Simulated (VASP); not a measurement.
```
CELL_PARAMETERS angstrom
      0.00000     3.00248     3.00248
      3.00248     0.00000     3.00248
      3.00248     3.00248     0.00000
ATOMIC_POSITIONS crystal
  Pb 0.00000 0.00000 0.00000
  S  0.50000 0.50000 0.50000
```

These are B3LYP hybrid, VASP's PBE PAW potentials (set 64) (plane waves; VASP 6.6.1) values and carry that method's errors. Numerical set-up: 520 eV cut-off, 6×6×6 Γ-centred mesh, Gaussian smearing of 0.050 eV, potentials Pb_d S.

Unless said otherwise, spin-orbit coupling is left out, though it shifts the bands of the heavy elements here.

Question: Estimate the energy per atom (σ→0), pressure, band gap (over the mesh, the named points and PBE's band edges) with the smallest direct gap where there is one.

Answer: 
```json
{
  "band gap (over the mesh, the named points and PBE's band edges)": "1.42 eV",
  "smallest direct gap (over the mesh, the named points and PBE's band edges)": "1.42 eV",
  "energy per atom (σ→0)": "-4.994 eV/atom",
  "pressure": "2.08 GPa"
}
```

Total energies compare only between runs with the same potentials, cut-off and functional.

The compound is PbS in the rock salt structure. It was relaxed first.
